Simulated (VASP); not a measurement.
Consider the following.

```
CELL_PARAMETERS angstrom
      0.00000     3.41294     3.41294
      3.41294     0.00000     3.41294
      3.41294     3.41294     0.00000
ATOMIC_POSITIONS crystal
  K  0.00000 0.00000 0.00000
  I  0.50000 0.50000 0.50000
```

Computed with LDA (Ceperley-Alder, Perdew-Zunger), VASP's LDA PAW potentials (set 64) (plane waves; VASP). Numerical set-up: 520 eV cut-off, 6×6×6 Γ-centred mesh, Gaussian smearing of 0.050 eV, potentials K_sv I.

Unless said otherwise, spin-orbit coupling is left out, though it shifts the bands of the heavy elements here.

Problem. What does the run give for the energy per atom (σ→0), band gap (on the k-mesh) with the smallest direct gap where there is one?

Solution. 
```
Quantity                                     Result
-----------------------------------  --------------
band gap (on the k-mesh)                    3.87 eV
smallest direct gap (on the k-mesh)         3.87 eV
energy per atom (σ→0)                -3083 meV/atom
```

Only differences to runs with the same potentials and settings are physical.

The compound is KI in the rock salt structure. It was relaxed first, which changed the volume by -10 %. The start is the result of an earlier pass.
